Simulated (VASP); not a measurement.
# A slab model of the (1 1 0) face of BiTe, part 3 of 5

Aim: model the (1 1 0) face of BiTe by a slab and find how far its highest filled level lies below the vacuum. The start is a cell from a database of measured crystal structures.

VASP 6.6.1; PBE; plane waves and PAW (Bi, Te).

So far. Step 2 (The bulk reference): Energy at zero smearing: -7.16520 eV. Step 3 (Surface relaxation): The run ended after 13 ionic steps, 0.142 eV below its first step, once the forces on the free atoms met EDIFFG = -0.03.

## (4) Potential and states of the slab

A static run writes the electrostatic potential without exchange and correlation (LVHAR), which is flat in the vacuum and gives the level to count from. The dipole correction cancels the field that unlike faces would set up across the vacuum.

Contents of INCAR:

```
SYSTEM = BiTe
PREC = Normal
ENCUT = 300
EDIFF = 1E-06
NELM = 120
ISMEAR = 0
SIGMA = 0.05
LREAL = .FALSE.
ALGO = Fast
GGA = PE
LORBIT = 11
LWAVE = .FALSE.
LCHARG = .TRUE.
IDIPOL = 3
LDIPOL = .TRUE.
DIPOL = 0.5 0.5 0.502
LVHAR = .TRUE.
LVACPOTAV = .TRUE.
LELF = .TRUE.
NEDOS = 1500
```

Contents of POSCAR:

```
BiTe
1.0
    4.5749808743      0.0000000000      0.0000000000
    0.0000000000      6.4700000000      0.0000000000
    0.0000000000      0.0000000000     24.1499617486
Bi Te
5 5
Direct
    0.5000000000      0.5000000000      0.3105595000
    0.0000000000      0.0000000000      0.4052797500
    0.5000000000      0.5000000000      0.5026334615
    0.0000000000      0.0000000000      0.6017896396
    0.5000000000      0.5000000000      0.6923484857
    0.5000000000      0.0000000000      0.3105595000
    0.0000000000      0.5000000000      0.4052797500
    0.5000000000      0.0000000000      0.5002846729
    0.0000000000      0.5000000000      0.6026752973
    0.5000000000      0.0000000000      0.6859292029
```

Contents of KPOINTS:

```
Automatic mesh
0
Gamma
6 4 1
0 0 0
```

The projector-augmented-wave data sets are Bi and Te (PBE family, release 64).

Started as:

```console
$ mpirun -np 2 vasp_std
```

The program printed:

```text
[banner, memory and clock lines left out]
running    2 mpi-ranks, on    1 nodes
 distrk:  each k-point on    2 cores,    1 groups
 distr:  one band on    1 cores,    2 groups

 POSCAR found type information on POSCAR BiTe
 POSCAR found :  2 types and      10 ions
 LDA part: xc-table for (Slater+PW92), standard interpolation
 POSCAR, INCAR and KPOINTS ok, starting setup
 FFT: planning ... GRIDC
 FFT: planning ... GRID_SOFT
 FFT: planning ... GRID
 WAVECAR not read
 entering main loop
       N       E                     dE             d eps       ncg     rms          rms(c)
DAV:   1     0.287226942254E+03    0.28723E+03   -0.12860E+04   816   0.754E+02
DAV:   2     0.136993241681E+01   -0.28586E+03   -0.28131E+03  1210   0.159E+02
DAV:   3    -0.327391530196E+02   -0.34109E+02   -0.33740E+02   922   0.607E+01
DAV:   4    -0.350699701572E+02   -0.23308E+01   -0.23063E+01  1352   0.162E+01
DAV:   5    -0.351136862524E+02   -0.43716E-01   -0.43541E-01  1168   0.272E+00    0.132E+01
RMM:   6    -0.349641146713E+02    0.14957E+00   -0.97671E-01   933   0.231E+00    0.826E+00
RMM:   7    -0.438528326468E+02   -0.88887E+01   -0.15163E+01  1247   0.525E+00    0.945E+00
RMM:   8    -0.348450536876E+02    0.90078E+01   -0.43762E+00  1086   0.374E+00    0.201E+00
RMM:   9    -0.347798853209E+02    0.65168E-01   -0.50781E-01  1044   0.132E+00    0.789E-01
RMM:  10    -0.347924763886E+02   -0.12591E-01   -0.89278E-02  1113   0.694E-01    0.113E+00
RMM:  11    -0.347820363006E+02    0.10440E-01   -0.38416E-02  1182   0.343E-01    0.441E-01
RMM:  12    -0.347821306543E+02   -0.94354E-04   -0.12251E-02  1149   0.176E-01    0.226E-01
RMM:  13    -0.347839890248E+02   -0.18584E-02   -0.10688E-02  1077   0.121E-01    0.355E-01
RMM:  14    -0.347826763174E+02    0.13127E-02   -0.30053E-03  1084   0.777E-02    0.156E-01
RMM:  15    -0.347824451202E+02    0.23120E-03   -0.14098E-03  1024   0.524E-02    0.109E-01
RMM:  16    -0.347824455899E+02   -0.46970E-06   -0.44147E-04  1087   0.299E-02    0.679E-02
RMM:  17    -0.347824778464E+02   -0.32257E-04   -0.53032E-04  1016   0.285E-02    0.477E-02
RMM:  18    -0.347825027635E+02   -0.24917E-04   -0.17379E-04   964   0.171E-02    0.259E-02
RMM:  19    -0.347825317099E+02   -0.28946E-04   -0.15271E-04   896   0.105E-02    0.918E-03
RMM:  20    -0.347825748322E+02   -0.43122E-04   -0.76340E-05   863   0.909E-03    0.520E-03
RMM:  21    -0.347825910583E+02   -0.16226E-04   -0.52876E-05   687   0.459E-03    0.273E-03
RMM:  22    -0.347826090503E+02   -0.17992E-04   -0.25428E-05   648   0.355E-03    0.390E-03
RMM:  23    -0.347826271866E+02   -0.18136E-04   -0.20988E-05   617   0.292E-03    0.345E-03
RMM:  24    -0.347826392251E+02   -0.12038E-04   -0.10625E-05   482   0.208E-03    0.112E-03
RMM:  25    -0.347826465197E+02   -0.72946E-05   -0.77054E-06   403   0.172E-03    0.467E-04
RMM:  26    -0.347826492586E+02   -0.27389E-05   -0.45006E-06   336   0.152E-03    0.107E-03
RMM:  27    -0.347826503617E+02   -0.11031E-05   -0.29795E-06   315   0.142E-03    0.258E-04
RMM:  28    -0.347826507942E+02   -0.43250E-06   -0.18025E-06   286   0.131E-03
|                                                                             |
|           W    W    AA    RRRRR   N    N  II  N    N   GGGG   !!!           |
|           W    W   A  A   R    R  NN   N  II  NN   N  G    G  !!!           |
|           W    W  A    A  R    R  N N  N  II  N N  N  G       !!!           |
|           W WW W  AAAAAA  RRRRR   N  N N  II  N  N N  G  GGG   !            |
|           WW  WW  A    A  R   R   N   NN  II  N   NN  G    G                |
|           W    W  A    A  R    R  N    N  II  N    N   GGGG   !!!           |
|                                                                             |
|     Did not find any points to average over, which means that no vacuum     |
|     field-free region was found. Please increase the size of  your cell     |
|     in the dimension of the dipole correction to obtain accurate            |
|     workfunction values.                                                    |
|                                                                             |

   1 F= -.34782651E+02 E0= -.34777939E+02  d E =-.942329E-02
```

Run time: 81 s. Hardware: 2 MPI ranks of Intel Xeon 6975P-C (Granite Rapids), shared host; peak memory 0.44 GiB.

From OUTCAR (step 4):

```text
 Subroutine GETGRP returns: Found  4 space group operations
 (whereof  4 operations were pure point group operations)

The static configuration has the point symmetry C_2v.

 Found     12 irreducible k-points:

   k-points           NKPTS =     12   k-points in BZ     NKDIM =     12   number of bands    NBANDS=     34

   NELECT =      55.0000    total number of electrons

 dipolmoment           0.000000      0.000000     -0.025138 electrons x Angstroem

 E-fermi :   0.6249

 k-point     1 :       0.0000    0.0000    0.0000
  band No.  band energies     occupation
    ...
     22      -1.3830      2.00000
     23      -1.2399      2.00000
     24      -0.9184      2.00000
     25      -0.8549      2.00000
     26       0.2717      2.00000
     27       0.6870      0.07930
     28       0.8933      0.00000
     29       1.0526      0.00000
     30       1.6173      0.00000
     31       1.8460      0.00000
    ...

 k-point     2 :       0.1667    0.0000    0.0000
  band No.  band energies     occupation
    ...
     22      -1.3125      2.00000
     23      -1.1896      2.00000
     24      -1.0424      2.00000
     25      -0.9702      2.00000
     26       0.5346      1.98939
     27       0.7548      0.00024
     28       0.9582      0.00000
     29       1.1137      0.00000
     30       1.8703      0.00000
     31       2.1621      0.00000
    ...

  Total       -4.8375519      0.5536769     -2.0405068      0.0000000      0.0000000      0.0000000
  in kB      -10.8424195      1.2409577     -4.5733939      0.0000000      0.0000000      0.0000000
  external PRESSURE =      -4.7249519 kB  Pullay stress =       0.0000000 kB

 POSITION                                       TOTAL-FORCE (eV/Angst)
 -----------------------------------------------------------------------------------
      2.28749      3.23500      7.50000         0.000000      0.000000      0.302472
      0.00000      0.00000      9.78749         0.000000      0.000000     -0.629785
      2.28749      3.23500     12.13858         0.000000      0.000000     -0.002215
      0.00000      0.00000     14.53320         0.000000      0.000000      0.001545
      2.28749      3.23500     16.72019         0.000000      0.000000      0.000891
      2.28749      0.00000      7.50000         0.000000      0.000000      0.603308
      0.00000      3.23500      9.78749         0.000000      0.000000     -0.279103
      2.28749      0.00000     12.08186         0.000000      0.000000     -0.004217
      0.00000      3.23500     14.55459         0.000000      0.000000     -0.001116
      2.28749      0.00000     16.56516         0.000000      0.000000      0.008220
 -----------------------------------------------------------------------------------
    total drift:                                0.000000     -0.000000     -0.002155

  FREE ENERGIE OF THE ION-ELECTRON SYSTEM (eV)
  ---------------------------------------------------
  free  energy   TOTEN  =       -34.7826507942 eV

  energy  without entropy=      -34.7732275004  energy(sigma->0) =      -34.77793915

 vacuum level on the upper side and lower side of the slab         4.768         4.922

 total charge
# of ion       s       p       d       tot
------------------------------------------
    1        1.764   1.663   0.054   3.482
    2        1.791   1.590   0.096   3.477
    3        1.766   1.726   0.070   3.563
    4        1.791   1.640   0.102   3.532
    5        1.762   1.715   0.059   3.536
    6        1.395   1.905   0.017   3.317
    7        1.425   1.823   0.041   3.289
    8        1.400   1.917   0.027   3.344
    9        1.425   1.833   0.042   3.300
   10        1.401   1.916   0.024   3.341
--------------------------------------------------
tot         15.921  17.729   0.532  34.182

[... 5 parts as in an earlier step ...]

[... 6 further parts left out ...]
```

Numbers from this step:

```
electronic cycles                          : 28
Fermi energy                               : 0.6249 eV
DOS at the Fermi level                     : 8.222 states/eV/cell
dipole moment                              : 0, 0, -0.02514 e·Å
vacuum levels                              : 4.768, 4.922 eV
work functions of the upper and lower face : 4.143, 4.297 eV
```

The density of states has structure finer than the step of the table below, so its rows give means over 0.5 eV, whole bins alone (the curve runs from -12.0 to 0.613 eV). Peaks (eV: height): total -3.39: 15.1, -2.48: 14.8, -1.89: 16.5, -0.11: 16.1; Bi s -10.88: 7.44, -10.72: 4.72, -10.34: 4.81, -10.19: 4.67; Bi p -0.30: 5.05, -0.11: 7.52, 0.12: 5.70, 0.49: 5.01; Te s -11.54: 3.27, -11.38: 5.00, -11.06: 4.60, -10.19: 2.87; Te p -3.02: 4.25, -2.48: 4.64, -1.89: 5.95, -1.61: 4.57.

Density of states against energy, zero at the Fermi level; means over each step; values in states/eV/cell:

```csv
energy (eV),total,Bi s,Bi p,Te s,Te p
-11.5,7.44,2.16,0.109,3.13,0.0366
-11.0,6.39,2.89,0.0679,1.93,0.0564
-10.5,5.84,3.07,0.0617,1.49,0.0618
-10.0,5.35,2.57,0.0588,1.66,0.0476
-9.5,3.39,1.57,0.0421,1.16,0.0320
-9.0,1.45,0.682,0.0164,0.527,0.0125
-8.5,0.582,0.283,0.00358,0.221,0.00275
-8.0,8.5e-5,4.1e-5,0,3.4e-5,0
-7.5,0,0,0,0,0
-7.0,0,0,0,0,0
-6.5,0,0,0,0,0
-6.0,0,0,0,0,0
-5.5,0.298,0,0.0747,0,0.0643
-5.0,2.74,0.00894,0.669,0.00786,0.604
-4.5,4.06,0.0312,0.974,0.0228,0.930
-4.0,7.12,0.0628,1.69,0.0401,1.74
-3.5,9.66,0.0997,2.25,0.0600,2.55
-3.0,9.82,0.133,2.19,0.0702,2.76
-2.5,9.10,0.176,1.79,0.0776,2.82
-2.0,9.40,0.235,1.19,0.0667,3.31
-1.5,7.43,0.297,0.521,0.0280,2.87
-1.0,0.566,0.0175,0.113,0.0137,0.151
-0.5,4.57,0.0185,2.28,0.158,0.195
0.0,8.72,0.0791,4.05,0.242,0.835
```

The planar average of the electrostatic potential oscillates, so the rows of the table below give means over windows of 2.35 Å about each position, cut where the curve ends. Its maxima inside the range that stand out by 2 % of the span (Å: eV): 8.6: -0.0263, 11.0: 0.106, 13.3: 0.602, 15.5: -1.59. Its minima: 7.5: -11.2, 9.8: -11.6, 12.1: -11.3, 14.5: -11.7, 16.7: -11.4.

Zero at the Fermi level. The planar average of the electrostatic potential by height; means over each step:

```csv
height (Å),planar average of the electrostatic potential (eV)
1.18,4.29
3.53,4.29
5.88,2.05
8.23,-5.89
10.58,-5.95
12.93,-5.28
15.28,-7.30
17.63,-2.04
19.98,4.11
22.33,4.14
```

Density of states in the PAW spheres, an atom over height of the layer and energy from the Fermi level.

Ten even steps from '_' (0.00 states/eV) to '@' (1.35 states/eV), each cell a mean:
```
--::::==....==
**::==::....@@
--..--::____++
____________..
..____________
==..--....==..
======::==**::
--==::--====::
----::--====--
--====--======
::==::==++----
::----------::
__::::--::....
__....::....__
______..______
______________
______________
______________
______________
______________
______________
______________
```
Columns: height of the layer (Å) from 7.5 to 16.7 (not evenly spaced); rows upwards: energy from the Fermi level (eV) from -7.9 to 0.5.

Force by atom:

```csv
atom,x (eV/Å),y (eV/Å),z (eV/Å),size
Bi1,0.000,0.000,0.302,0.302
Bi2,0.000,0.000,-0.630,0.630
Bi3,0.000,0.000,-0.002,0.002
Bi4,0.000,0.000,0.002,0.002
Bi5,0.000,0.000,0.001,0.001
Te6,0.000,0.000,0.603,0.603
Te7,0.000,0.000,-0.279,0.279
Te8,0.000,0.000,-0.004,0.004
Te9,0.000,0.000,-0.001,0.001
Te10,0.000,0.000,0.008,0.008
```

Valence density in the cb plane at fractional x = 0.500, with atoms of Bi and Te within 0.2 Å of it. It is the smooth field of the valence electrons, not physical close to the nuclei.

Values in e/Å³, 9 rows by 16 columns, each cell a mean:
```
0.00 0.00 0.00 0.00 0.00 0.02 0.30 0.28 0.37 0.08 0.10 0.39 0.31 0.23 0.05 0.27
0.00 0.00 0.00 0.00 0.00 0.01 0.13 0.34 0.19 0.04 0.05 0.23 0.32 0.10 0.03 0.11
0.00 0.00 0.00 0.00 0.00 0.01 0.08 0.22 0.12 0.03 0.03 0.15 0.21 0.07 0.02 0.07
0.00 0.00 0.00 0.00 0.00 0.02 0.19 0.26 0.23 0.06 0.07 0.26 0.26 0.16 0.04 0.14
0.00 0.00 0.00 0.00 0.00 0.02 0.24 0.10 0.25 0.08 0.09 0.25 0.11 0.21 0.05 0.18
0.00 0.00 0.00 0.00 0.00 0.02 0.16 0.29 0.21 0.05 0.05 0.24 0.29 0.14 0.04 0.11
0.00 0.00 0.00 0.00 0.00 0.01 0.08 0.20 0.11 0.03 0.03 0.14 0.20 0.07 0.02 0.07
0.00 0.00 0.00 0.00 0.00 0.01 0.17 0.42 0.25 0.05 0.06 0.30 0.40 0.13 0.03 0.15
0.00 0.00 0.00 0.00 0.00 0.03 0.33 0.11 0.38 0.08 0.11 0.37 0.17 0.26 0.06 0.30
```
Columns run along c (16.0 Å, from fractional 0.00 to 0.66 of the cell), rows up along b (6.5 Å). Atoms in or near the plane, at fractional coordinates: Bi at (0.31, 0.50), Bi at (0.50, 0.50), Te at (0.31, 0.00), Te at (0.50, 0.00).

ELF in the cb plane at fractional x = 0.500, with atoms of Bi and Te within 0.2 Å of it. It is the smooth field of the valence electrons, not physical close to the nuclei.

Ten even steps from '0' (0.00) to '9' (0.94), each cell a mean:
```
00000000000001257999767875101588877897301378
00000000000000146899888864101478888886200267
00000100000000024678888642000257888864100136
00000000000000001245665421000024566531000013
00000000000000001234554310000013455431000012
00000000000000013467877531000135788753100024
00000000000000136899999853100258999985200136
00000000000001357999999873101369999996300147
00000000000001358999999974101379999997300147
00000000000001246899999863100268999986200146
00000000000000124688888642000147899874100125
00000000000000001245665321000024566532000012
00000000000000001234554310000013455421000012
00000000000000012467877531000136777652100124
00000000000000135789988763101368888885200257
00000000000001257999878875101578878887301368
00000000000001358998667885201588766897411478
```
Columns run along c (16.0 Å, from fractional 0.00 to 0.66 of the cell), rows up along b (6.5 Å). Atoms in or near the plane, at fractional coordinates: Bi at (0.31, 0.50), Bi at (0.50, 0.50), Te at (0.31, 0.00), Te at (0.50, 0.00).

Electrostatic potential energy in the cb plane at fractional x = 0.500, with atoms of Bi and Te within 0.2 Å of it. With pseudopotentials it is smooth inside the atoms' cores, unlike the true potential.

Ten even steps from '0' (-65 eV) to '9' (5 eV), each cell a mean:
```
99999999999999999950000699999983000279999985
99999999999999999984114899999996212689999998
99999999999999999998778999999998877899999999
99999999999999999999999999999999999999999999
99999999999999999999999999999999999999999999
99999999999999999997667999999998766899999999
99999999999999999974334799999986423589999998
99999999999999999852002589999984101369999996
99999999999999999851002589999974100269999996
99999999999999999863113699999985212479999997
99999999999999999986446899999997545689999998
99999999999999999998888999999999888999999999
99999999999999999999999999999999999999999999
99999999999999999999889999999999888999999999
99999999999999999986447899999998545799999998
99999999999999999961002799999984000489999996
99999999999999999840000599999972000179999984
```
Columns run along c (16.0 Å, from fractional 0.00 to 0.66 of the cell; values clipped at the 3rd and 97th percentile), rows up along b (6.5 Å). Atoms in or near the plane, at fractional coordinates: Bi at (0.31, 0.50), Bi at (0.50, 0.50), Te at (0.31, 0.00), Te at (0.50, 0.00).

The density of states is cut at 0.6 eV, since the bands computed begin to run out above.

The map of layer states is cut here 0.5 eV above the Fermi level, so it leaves out the states above that.

The vacuum level lies 4.14 eV above the Fermi level at the upper face; the two faces differ by 0.15 eV, the step that the slab's dipole of -0.025 e·Å makes.

VASP counts the dipole in electrons times Å, so a positive number points the physical dipole along −c.

The program found no field-free point at its default tolerance, but its printed level agrees with the flat part of the planar average.

On this mesh the fine structure of the density of states is sampling noise, and high empty states may be cut by the number of bands.

(Part 3 of 5 ends here.)

[Lines on the potential files, build, host, timing and source positions are cut from VASP's logs without a mark.]

[Logs are printed without paths, hosts, clocks, repeated set-up lines and the standing remarks that a program may print on its own settings, such as how far it seeks lower states.]

[Hosts, paths, dates, database ids (printed as entryN), source tags and the programs' standing remarks are cut or masked in the printed files.]

[In band tables of VASP the shares of atoms and orbitals are scaled to a sum of 1 inside the atoms' spheres.]

[Runs that stopped without an error message from VASP are left out.]
